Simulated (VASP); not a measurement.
Level of theory: HSE06 screened hybrid, VASP's PBE PAW potentials (set 64) (plane waves; VASP 6.6.1).

The input files of a VASP run:

**KPOINTS**
```
K-points
0
Gamma
  2 2 2
```

**INCAR**
```
SYSTEM = AgCl
PREC = Accurate
ENCUT = 400
EDIFF = 1E-6
NELM = 100
ALGO = Normal
LREAL = .FALSE.
LASPH = .TRUE.
ISMEAR = 0
SIGMA = 0.05
GGA = PE
LMAXMIX = 4
LWAVE = .FALSE.
LCHARG = .FALSE.
ISIF = 2
HFSCREEN = 0.2
AEXX = 0.25
LHFCALC = .TRUE.
PRECFOCK = Fast
ISYM = 3
```

File POSCAR:
```
AgCl
2.7750
  0.0000000000   1.0000000000   1.0000000000
  1.0000000000   0.0000000000   1.0000000000
  1.0000000000   1.0000000000   0.0000000000
Ag Cl
1 1
Direct
  0.0000000000   0.0000000000   0.0000000000
  0.5000000000   0.5000000000   0.5000000000
```

POTCAR, in this order: Ag Cl (PBE.64 set). Program: vasp_std.

The resulting files:

OUTCAR:
```
 ion  position               nearest neighbor table
   1  0.000  0.000  0.000-   2 2.77   2 2.77   2 2.77   2 2.77   2 2.77   2 2.77
   2  0.500  0.500  0.500-   1 2.77   1 2.77   1 2.77   1 2.77   1 2.77   1 2.77
  LATTYP: Found a face centered cubic cell.
 ALAT       =     5.5500000000
 Subroutine PRICEL returns:
 Original cell was already a primitive cell.
 Subroutine GETGRP returns: Found 48 space group operations
The static configuration has the point symmetry O_h .
The dynamic configuration has the point symmetry O_h .
 Subroutine INISYM returns: Found 48 space group operations
 Subroutine IBZKPT returns following result:
 Found      3 irreducible k-points:

 Following reciprocal coordinates:
            Coordinates               Weight
  0.000000  0.000000  0.000000      1.000000
  0.500000  0.000000  0.000000      4.000000
  0.500000  0.500000  0.000000      3.000000
 Subroutine IBZKPT_HF returns following result:
   k-points           NKPTS =      3   k-points in BZ     NKDIM =      8   number of bands    NBANDS=     13
   number of dos      NEDOS =    301   number of ions     NIONS =      2
   total plane-waves  NPLWV =  21952
   dimension x,y,z NGX =    28 NGY =   28 NGZ =   28
   dimension x,y,z NGXF=    56 NGYF=   56 NGZF=   56
   ions per type =               1   1
   PREC   = accura    normal or accurate (medium, high low for compatibility)
   ISTART =      0    job   : 0-new  1-cont  2-samecut
   ICHARG =      2    charge: 1-file 2-atom 10-const
   ISPIN  =      1    spin polarized calculation?
   LNONCOLLINEAR =      F non collinear calculations
   LSORBIT =      F    spin-orbit coupling
   INIWAV =      1    electr: 0-lowe 1-rand  2-diag
   ENCUT  =  400.0 eV  29.40 Ry    5.42 a.u.   6.40  6.40  6.40*2*pi/ulx,y,z
   NELM   =    100;   NELMIN=  2; NELMDL= -5     # of ELM steps
   EDIFF  = 0.1E-05   stopping-criterion for ELM
   LREAL  =      F    real-space projection
   NLSPLINE    = F    spline interpolate recip. space projectors
   LMAXMIX     =    4 max onsite mixed and CHGCAR
   VOSKOWN=      0    Vosko Wilk Nusair interpolation
...
```

File OSZICAR:
```
       N       E                     dE             d eps       ncg     rms          rms(c)
DAV:   1    -0.103545138604E+04   -0.10355E+04   -0.76559E+03    86   0.983E+02
DAV:   2    -0.112431456152E+04   -0.88863E+02   -0.84205E+02    93   0.240E+02
DAV:   3    -0.112772789792E+04   -0.34133E+01   -0.34093E+01    98   0.444E+01
DAV:   4    -0.112775074480E+04   -0.22847E-01   -0.22845E-01    83   0.438E+00
DAV:   5    -0.640391098770E+01    0.11213E+04   -0.79028E+00    78   0.341E+01    0.664E+00
DAV:   6    -0.620559341676E+01    0.19832E+00   -0.75279E-01    78   0.793E+00    0.383E+00
DAV:   7    -0.619934726369E+01    0.62462E-02   -0.13010E-01    78   0.295E+00    0.279E+00
DAV:   8    -0.620016996143E+01   -0.82270E-03   -0.10296E-02    88   0.943E-01    0.174E+00
DAV:   9    -0.619909406168E+01    0.10759E-02   -0.10002E-03    83   0.320E-01    0.101E+00
DAV:  10    -0.619876755277E+01    0.32651E-03   -0.46827E-04    83   0.208E-01    0.559E-01
DAV:  11    -0.619874364885E+01    0.23904E-04   -0.17426E-04    78   0.131E-01    0.312E-01
DAV:  12    -0.619876713556E+01   -0.23487E-04   -0.57267E-05    78   0.807E-02    0.178E-01
DAV:  13    -0.619878963522E+01   -0.22500E-04   -0.24003E-05    78   0.521E-02    0.103E-01
DAV:  14    -0.619880450953E+01   -0.14874E-04   -0.10373E-05    78   0.327E-02    0.596E-02
DAV:  15    -0.619881311548E+01   -0.86059E-05   -0.43555E-06    78   0.203E-02    0.348E-02
DAV:  16    -0.619881766841E+01   -0.45529E-05   -0.18526E-06    70   0.128E-02    0.204E-02
DAV:  17    -0.619881995158E+01   -0.22832E-05   -0.80387E-07    54   0.842E-03    0.121E-02
DAV:  18    -0.619882104096E+01   -0.10894E-05   -0.40284E-07    54   0.612E-03    0.722E-03
DAV:  19    -0.619882159102E+01   -0.55006E-06   -0.16897E-07    49   0.392E-03
   1 F= -.61988216E+01 E0= -.61988216E+01  d E =-.161244E-10
```

**OUTCAR**
```
------------------------ aborting loop because EDIFF is reached ----------------------------------------
  FORCE on cell =-STRESS in cart. coord.  units (eV):
  Direction    XX          YY          ZZ          XY          YZ          ZX
  --------------------------------------------------------------------------------------
  Total        1.4390698      1.4390698      1.4390698     -0.0000000      0.0000000      0.0000000
  in kB       53.9477697     53.9477697     53.9477697     -0.0000000      0.0000000      0.0000000
  external PRESSURE =      53.9477697 kB  Pullay stress =       0.0000000 kB
  volume of cell :       42.74
      direct lattice vectors                 reciprocal lattice vectors
     0.000000000  2.775000000  2.775000000    -0.180180180  0.180180180  0.180180180
     2.775000000  0.000000000  2.775000000     0.180180180 -0.180180180  0.180180180
     2.775000000  2.775000000  0.000000000     0.180180180  0.180180180 -0.180180180
  FREE ENERGIE OF THE ION-ELECTRON SYSTEM (eV)
  ---------------------------------------------------
  free  energy   TOTEN  =        -6.1988215910 eV

  energy  without entropy=       -6.1988215910  energy(sigma->0) =       -6.19882159

  exchange ACFDT corr.  =         0.00000000  see jH, gK, PRB 81, 115126
```
(Selected blocks of OUTCAR.)

The compound is AgCl in the rock salt structure. The cell was not relaxed at this level. The k-mesh is coarse (spacing up to 0.98 per Å, 2π included), so the numbers may not be converged in it.
